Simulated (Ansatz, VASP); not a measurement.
**Cross-check of Zr (Zr strained to the junction's net) between VASP and Ansatz**

One calculation is typed for both programs; each brings its own data sets. How far apart do they land? The structure shown is the end of the Ansatz relaxation below.

Program: Ansatz 0.2.0. Level of theory: plane waves, with VASP 6.6.1 beside it; single point at PBE. Results are calculated unless marked as measured.

## (1) The structure

The structure is hexagonal, space group P6_3/mmc (No. 194). The conventional cell has a = 3.224 Å, b = 3.224 Å, c = 5.186 Å, α = 90.00°, β = 90.00°, γ = 120.00°. Zr has 12 Zr at 3.19 to 3.22 Å nearest.

Structure file:

```cif
data_structure
_symmetry_space_group_name_H-M 'P 1'
_symmetry_Int_Tables_number 1
_cell_length_a 3.2240
_cell_length_b 3.2240
_cell_length_c 5.1861
_cell_angle_alpha 90.000
_cell_angle_beta 90.000
_cell_angle_gamma 120.000
_cell_volume 46.68
loop_
_atom_site_label
_atom_site_type_symbol
_atom_site_fract_x
_atom_site_fract_y
_atom_site_fract_z
_atom_site_occupancy
Zr1 Zr 0.00000 0.00000 0.00000 1
Zr2 Zr 0.33333 0.66667 0.50000 1
```

## (2) Ansatz: relaxation, PBE

Ansatz runs on its default PAW (the set named soft_2) files.

This run makes the geometry at which the two programs are then compared.

File input.yaml:

```yaml
crystal:
  lattice:
    - [3.224, 0.0, 0.0]
    - [-1.612, 2.7920659018, 0.0]
    - [0.0, 0.0, 5.1767226006]
  atoms:
    - { symbol: Zr, position: [0.0, 0.0, 0.0] }
    - { symbol: Zr, position: [0.3333333333, 0.6666666667, 0.5] }
kpoints:
  mp_grid: { grid: [12, 12, 6] }
scf:
  occupations: { method: fermi_dirac, width: 0.1 }
  max_iter: 150
hamiltonian:
  xc: pbe
relax:
  f_tol: 0.01
  max_steps: 40
  cell: { fix: [a, b, angles] }
```

The run is started by

```sh
> ansatz run input.yaml --threads 4 --pin off --max-ram 12288MiB --backend cpu --events-out ev --progress --plain --runs-dir out
```

Numbers of over 12 decimals in the logs are rounded to 6 here.

The log of the run:

```text
Engine: ansatz 0.2.0, aarch64-unknown-linux-gnu
Pseudopotentials: kind: paw
Pseudopotential: Zr, paw, valence charge 12, recommended cutoff 420 eV (normal), Zr.paw.azcp
Functional definition: PBE
  parameter kappa = 0.804
  parameter beta = 0.066725
  exchange = pbe_x(kappa = kappa, mu = beta*pi^2/3)
  correlation = pbe_c(beta = beta)
Crystal: 2 atoms, lattice volume = 46.599 Å³
Basis set: ecut = 420 eV, 941 PW (Γ), exchange–correlation on 48×48×72 points (8 copies of the dense FFT grid, shifted against one another)
Bands: 16, of which v1, the nominal top of the filled ones, is band 12 counted from 1 (11 counted from 0)
Symmetry: 24 space group operations
Space group: P63/mmc (ITA 194), of the structure as read, at distance tolerance 3.6e-5 Å
k-points: 76 of 864
Non-local potential: Zr, projectors of the file, l = 0: 3, l = 1: 2, l = 2: 2, l = 3: 2
PAW form: soft (Blöchl's): semilocal exchange-correlation on the pseudo side does not see the compensation charge
PAW one-centre angular grid: Zr, 590 points (default); XC on 64 Gauss nodes
Initial density: superposition of atomic densities (neutral atoms: chi_scale 0, normalization atom), corrected by the library's trained network
Initial wavefunctions: pseudopotential atomic-orbital guess
Functional: x = pbe(κ = 0.804, μ = 0.219515), c = pbe(β = 0.066725)
SCF iter   1: F=—  HF=-8367.704841 eV  |F-HF|=—  |Δ(HF+E_count)|=         —  Δρ=2.70e-3  dr2=1.22e-3  ethr=1.77e-3  ⟨swp⟩=4.8  Hψ=5156  notcnv=0
preconditioner: auto → Kerker (q_TF=auto, 2.443 Å⁻¹)  [metal: Δε(μ)=0.010 eV  Ē_g=3.140 eV  σ=0.100 eV  W_gap=0.03  n_scr=10 (ndim 8)  ℏωp=15.4 eV  f_vac=0.000  D(μ)=2.13/eV (n_scr^D=22)]
SCF iter   2: F=—  HF=-8367.704104 eV  |F-HF|=—  |Δ(HF+E_count)|=   7.38e-4  Δρ=1.63e-3  dr2=4.98e-4  ethr=5.09e-6  ⟨swp⟩=2.6  Hψ=2683  notcnv=0
SCF iter   3: F=—  HF=-8367.704445 eV  |F-HF|=—  |Δ(HF+E_count)|=   3.41e-4  Δρ=2.78e-4  dr2=2.40e-5  ethr=2.07e-6  ⟨swp⟩=3.0  Hψ=2198  notcnv=0
SCF iter   4: F=—  HF=-8367.704437 eV  |F-HF|=—  |Δ(HF+E_count)|=   7.26e-6  Δρ=1.04e-4  dr2=3.98e-6  ethr=9.99e-8  ⟨swp⟩=2.6  Hψ=2031  notcnv=0
iter 5 did not close the SCF: its close was put off for the readings that it lacked (scf_convergence_deferred on its scf_iter line)
SCF iter   5: F=-8367.704437 eV  HF=-8367.704437 eV  |F-HF|=3.20e-10  |Δ(HF+E_count)|=   3.25e-7  Δρ=1.44e-5  dr2=6.33e-8  ethr=1.66e-8  ⟨swp⟩=2.9  Hψ=2255  notcnv=0
SCF iter   6: F=-8367.704437 eV  HF=-8367.704437 eV  |F-HF|=9.31e-10  |Δ(HF+E_count)|=   9.44e-9  Δρ=3.12e-6  dr2=3.13e-9  ethr=2.64e-10  ⟨swp⟩=2.0  Hψ=3805  notcnv=0
SCF 1 converged in 6 iterations: F = -8367.704437 eV  dr2 = 3.13e-9
  greatest PAW one-centre occupation: 0.996 electrons in one spin orbital (limit 2), on the Zr atom at site 1 (counted from 0), in its partial waves of l = 0
relax step   1: F+E_penalty+E_count = -8367.70443712 eV  Δ(F+E_penalty+E_count) = +0.000e0 eV  max|allowed force component| = 6.245e-17 eV/Å  Δτ_max = 0.0000 Å  P = +0.431 GPa  Ω = 46.599 Å³  fix = [a, b, alpha, beta, gamma]  reactions: a +0.498, b +0.498 GPa  (6 SCF iters, dr2 threshold 1.00e-7 eV, accepted)
[...]
relax step   2: F+E_penalty+E_count = -8367.70447708 eV  Δ(F+E_penalty+E_count) = -3.996e-5 eV  max|allowed force component| = 8.095e-18 eV/Å  Δτ_max = 0.0000 Å  P = +0.155 GPa  Ω = 46.729 Å³  energy of the carried Pulay correction = -1.526e-5 eV  fix = [a, b, alpha, beta, gamma]  reactions: a +0.313, b +0.313 GPa  (3 SCF iters, dr2 threshold 2.00e-7 eV, accepted)
[...]
relax step   3: F+E_penalty+E_count = -8367.70450546 eV  Δ(F+E_penalty+E_count) = -2.838e-5 eV  max|allowed force component| = 6.708e-17 eV/Å  Δτ_max = 0.0000 Å  P = +0.251 GPa  Ω = 46.684 Å³  energy of the carried Pulay correction = -9.920e-6 eV  fix = [a, b, alpha, beta, gamma]  reactions: a +0.377, b +0.377 GPa  (3 SCF iters, dr2 threshold 6.41e-8 eV, accepted)
[...]
relax step   4: F+E_penalty+E_count = -8367.70451551 eV  Δ(F+E_penalty+E_count) = -1.004e-5 eV  max|allowed force component| = 7.401e-17 eV/Å  Δτ_max = 0.0000 Å  P = +0.251 GPa  Ω = 46.684 Å³  fix = [a, b, alpha, beta, gamma]  reactions: a +0.377, b +0.377 GPa  stress off target by 7.12e-4 GPa on what of the cell is left free  SCF on the basis re-selected at this cell (its energy is not comparable with the rows above)  (4 SCF iters)
basis re-selected at this cell: Δ(F+E_penalty+E_count) = -1.004e-5 eV, ΔP = +0.000 GPa vs the last step (what re-selecting the basis moved, of the pressure what is left beyond the Pulay correction that the steps carried, after the strain that the cell walked since its last selection, with what the two solves' SCF thresholds leave and, on support functions, any second-order correction that the steps lacked; it is no m [...]
SCF converged after 4 iterations
Free energy (F): -8367.704516 eV
Harris-Foulkes:  -8367.704516 eV  (|F-HF|=1.46e-11)
Internal energy: -8367.632268 eV  (E = F + TS)
E sigma→0 (E₀):  -8367.668392 eV
Entropy (-TS):   -0.072248 eV (-36.124 meV/atom)
Fermi energy:    13.934323 eV
--- Per-component energies (eV) ---
  E_band       = -194.613036
  E_kinetic    = 665.151130
  E_local      = -1256.143278  (includes V_loc(G=0)·N_el)
  E_nonlocal   = 161.069218
  E_hartree    = 388.841250
  E_xc         = -322.863871
  E_vxc        = -381.246803  (∫ρ·V_xc dr)
  E_paw        = -5908.247324  (= ΣΔE_a)
  E_vpaw       = -161.125859  (= ΣTr[D̂ρ^β])
  E_aug_tail   = 0.000049  (compensation charges beyond the density's cutoff)
  E_ewald      = -2095.439441
  E_smearing   = -0.072248  (= −TS)
  E_closure    = 0.000000  (closes the sum)
  Σ components = -8367.704516   (vs F -8367.704516, Δ=0.00e0)
--- Forces (eV/Å), atoms counted from 1 ---
  atom   1  Zr     0.00000000    -0.00000000     0.00000000
  atom   2  Zr     0.00000000     0.00000000     0.00000000
  max |Σ_I F_I| component: 1.85e-17 eV/Å
--- Stress (GPa, compression-positive) ---
        0.377385      -0.000000       0.000000
        0.000000       0.377385       0.000000
        0.000000       0.000000      -0.000712
  P = ⅓ Tr σ = 0.2514 GPa (2.514 kbar)
--- Band table (eV; the first three rows and the last of 76) ---
  k-point 0: bands = [... 8 lower, 8.3196, 10.9364, 14.8419, 14.8419, 14.8938, 15.0492, 15.5095, 15.5095]
  k-point 1: bands = [... 8 lower, 8.5463, 10.9080, 14.6602, 14.7230, 14.7457, 14.7457, 15.3522, 15.3522]
  k-point 2: bands = [... 8 lower, 9.1705, 10.6664, 14.0577, 14.3179, 14.6671, 14.6671, 15.0309, 15.0309]
  k-point 75: bands = [... 8 lower, 12.5365, 12.5365, 12.7033, 12.7033, 13.9294, 13.9294, 15.9772, 15.9772]
--- Relaxed structure (3 steps of the walk, 3 accepted, 1 SCFs on fresh bases) ---
  F+E_penalty+E_count = -8367.70451551 eV   max|allowed force component| = 7.401e-17 eV/Å   (the final SCF, on the basis selected at the relaxed cell)
  cell:  # Å, volume = 46.6837 Å³
    - [3.224000, 0, 0.0]
    - [-1.612000, 2.792066, 0.0]
    - [0.0, 0.0, 5.186143]
  atoms:
    - { symbol: Zr, position: [9.25185853962003e-18, -5.08852219630634e-17, 0.0] }
    - { symbol: Zr, position: [0.333333, 0.666667, 0.500000] }
```

## (3) VASP: single point, PBE

The same cell, functional, mesh and smearing now go to VASP, with its own data sets.

Lines of VASP's logs that name or quote its potential files are left out, and so is its time.

File INCAR:

```
SYSTEM = Zr
PREC = Accurate
ENCUT = 500
EDIFF = 1E-06
NELM = 120
ISMEAR = -1
SIGMA = 0.1
LREAL = .FALSE.
ALGO = Normal
GGA = PE
NBANDS = 18
LASPH = .TRUE.
LORBIT = 11
LWAVE = .FALSE.
LCHARG = .FALSE.
ISIF = 2
GGA_COMPAT = .FALSE.
```

File POSCAR:

```
Zr
1.0
    3.2240000000      0.0000000000      0.0000000000
   -1.6120000000      2.7920659018      0.0000000000
    0.0000000000      0.0000000000      5.1861427757
Zr
2
Direct
    0.0000000000      0.0000000000      0.0000000000
    0.3333333333      0.6666666667      0.5000000000
```

File KPOINTS:

```
Automatic mesh
0
Gamma
12 12 6
0 0 0
```

PAW data sets: Zr_sv (PBE family, release 64).

The run is started by

```sh
> mpirun -np 1 vasp_std
```

The log of the run:

```text
[banner, memory and clock lines left out]
running    1 mpi-ranks, on    1 nodes
 distrk:  each k-point on    1 cores,    1 groups
 distr:  one band on    1 cores,    1 groups

 POSCAR found type information on POSCAR Zr
 POSCAR found :  1 types and       2 ions
 LDA part: xc-table for (Slater+PW92), standard interpolation
 POSCAR, INCAR and KPOINTS ok, starting setup
 FFT: planning ... GRIDC
 FFT: planning ... GRID_SOFT
 FFT: planning ... GRID
 WAVECAR not read
 entering main loop
       N       E                     dE             d eps       ncg     rms          rms(c)
DAV:   1     0.216276071209E+03    0.21628E+03   -0.13218E+04  2736   0.130E+03
DAV:   2    -0.406304337340E+01   -0.22034E+03   -0.21685E+03  3232   0.375E+02
DAV:   3    -0.175059905709E+02   -0.13443E+02   -0.13313E+02  4946   0.692E+01
DAV:   4    -0.177726328772E+02   -0.26664E+00   -0.26637E+00  3170   0.101E+01
DAV:   5    -0.177824015475E+02   -0.97687E-02   -0.97633E-02  4250   0.128E+00    0.142E+01
DAV:   6    -0.171840453033E+02    0.59836E+00   -0.94648E-01  2950   0.770E+00    0.559E+00
DAV:   7    -0.170677893430E+02    0.11626E+00   -0.61270E-01  3836   0.540E+00    0.112E+00
DAV:   8    -0.170739158389E+02   -0.61265E-02   -0.40938E-02  3620   0.151E+00    0.282E-01
DAV:   9    -0.170740994293E+02   -0.18359E-03   -0.17432E-03  3378   0.397E-01    0.355E-02
DAV:  10    -0.170740515157E+02    0.47914E-04   -0.45757E-05  3722   0.421E-02    0.250E-02
DAV:  11    -0.170740515914E+02   -0.75763E-07   -0.11107E-05  3018   0.380E-02    0.366E-03
DAV:  12    -0.170740515921E+02   -0.66848E-09   -0.41893E-07  1718   0.478E-03
   1 F= -.17074052E+02 E0= -.17037943E+02  d E =-.722175E-01
```

Parts of OUTCAR (step 3):

```text
ion  position               nearest neighbor table
   1  0.000  0.000  0.000-   2 3.19   2 3.19   2 3.19   2 3.19   2 3.19   2 3.19
   2  0.333  0.667  0.500-   1 3.19   1 3.19   1 3.19   1 3.19   1 3.19   1 3.19

  LATTYP: Found a hexagonal cell.
 ALAT       =     3.2240000000
 C/A-ratio  =     1.6086050793

 Subroutine GETGRP returns: Found 24 space group operations
 (whereof 12 operations were pure point group operations)

The static configuration has the point symmetry D_3h.
 The point group associated with its full space group is D_6h.

 Found     76 irreducible k-points:

   k-points           NKPTS =     76   k-points in BZ     NKDIM =     76   number of bands    NBANDS=     18

   dimension x,y,z NGX =    24 NGY =   24 NGZ =   40
   dimension x,y,z NGXF=    48 NGYF=   48 NGZF=   80

   ENCUT  =  500.0 eV  36.75 Ry    6.06 a.u.   5.88  5.88  9.46*2*pi/ulx,y,z

   NELECT =      24.0000    total number of electrons

 k-points in reciprocal lattice and weights: Automatic mesh
   0.00000000  0.00000000  0.00000000       0.001
   0.08333333  0.00000000  0.00000000       0.007
   0.16666667  0.00000000  0.00000000       0.007
   0.25000000 -0.00000000  0.00000000       0.007
   0.33333333  0.00000000  0.00000000       0.007
   0.41666667 -0.00000000  0.00000000       0.007
   0.50000000 -0.00000000  0.00000000       0.003
   0.08333333  0.08333333  0.00000000       0.007
   0.16666667  0.08333333  0.00000000       0.014
[...]
0.33333333  0.25000000  0.50000000       0.014
   0.33333333  0.33333333  0.50000000       0.002

 average (electrostatic) potential at core
       1 -74.6538       2 -74.6538

 E-fermi :   8.9360

 k-point     1 :       0.0000    0.0000    0.0000
  band No.  band energies     occupation
    ...
      6     -17.3986      2.00000
      7     -17.3854      2.00000
      8     -17.3854      2.00000
      9       3.3116      2.00000
     10       5.9348      2.00000
     11       9.8444      0.00023
     12       9.8444      0.00023
     13       9.8961      0.00014
     14      10.0492      0.00003
     15      10.5119      0.00000
    ...

 k-point     2 :       0.0833    0.0000    0.0000
  band No.  band energies     occupation
    ...
      6     -17.4349      2.00000
      7     -17.4071      2.00000
      8     -17.3919      2.00000
      9       3.5068      2.00000
     10       6.1150      2.00000
     11       9.3851      0.02218
     12       9.6773      0.00121
     13      10.0256      0.00004
     14      10.2354      0.00000
     15      10.3603      0.00000
    ...

 k-point     3 :       0.1667    0.0000    0.0000
  band No.  band energies     occupation
    ...
      8     -17.4110      2.00000
      9       4.0553      2.00000
     10       6.5729      2.00000
     11       8.8172      1.53281
     12       8.8730      1.30495
     13       9.9197      0.00011
     14      10.5568      0.00000
     15      10.5972      0.00000
     16      10.6212      0.00000
     17      10.7467      0.00000
    ...

  Total        0.1208206      0.1208206      0.0085252      0.0000000     -0.0000000      0.0000000
  in kB        4.1465451      4.1465451      0.2925827      0.0000000     -0.0000000      0.0000000
  external PRESSURE =       2.8618910 kB  Pullay stress =       0.0000000 kB

  energy-cutoff  :      500.00
  volume of cell :       46.68
      direct lattice vectors                 reciprocal lattice vectors
     3.224000000  0.000000000  0.000000000     0.310173697  0.179078868  0.000000000
    -1.612000000  2.792065902  0.000000000     0.000000000  0.358157735  0.000000000
     0.000000000  0.000000000  5.186142776     0.000000000  0.000000000  0.192821533

 POSITION                                       TOTAL-FORCE (eV/Angst)
 -----------------------------------------------------------------------------------
      0.00000      0.00000      0.00000        -0.000000     -0.000000      0.000000
     -0.00000      1.86138      2.59307         0.000000      0.000000      0.000000
 -----------------------------------------------------------------------------------
    total drift:                                0.000000     -0.000000     -0.000000

  FREE ENERGIE OF THE ION-ELECTRON SYSTEM (eV)
  ---------------------------------------------------
  free  energy   TOTEN  =       -17.0740515921 eV

  energy  without entropy=      -17.0018341071  energy(sigma->0) =      -17.03794285

 total charge
# of ion       s       p       d       tot
------------------------------------------
    1        2.232   5.959   1.625   9.816
    2        2.232   5.959   1.625   9.816
--------------------------------------------------
tot          4.465  11.919   3.249  19.632

[... 3 further parts left out ...]
```

The run ends at a pressure of 0.29 GPa.

## (4) Comparison

Known differences besides the potentials themselves: the cutoff is 420 eV in Ansatz and 500 eV in VASP; Ansatz's pressure holds a Pulay correction, VASP's none. Total energies have different zeros and are not compared.

Both answers:

```
      quantity  Ansatz  VASP  difference
pressure (GPa)    0.25  0.29       -0.03
```

## (5) Results

```
difference in pressure (single point, PBE) : -0.035 GPa
```

In words: The difference in pressure is -0.035 GPa (single point, PBE), within the 1 GPa picked in this series as the mark of a large difference. 1 further run of this series is not shown here. How closely two codes agree says nothing of how well the functional describes the real material.

[Lines on the potential files, build, host, timing and source positions are cut from VASP's logs without a mark.]

[Logs are printed without paths, hosts, clocks, repeated set-up lines and the standing remarks that a program may print on its own settings, such as how far it seeks lower states.]

[Hosts, paths, dates, database ids (printed as entryN), source tags and the programs' standing remarks are cut or masked in the printed files.]
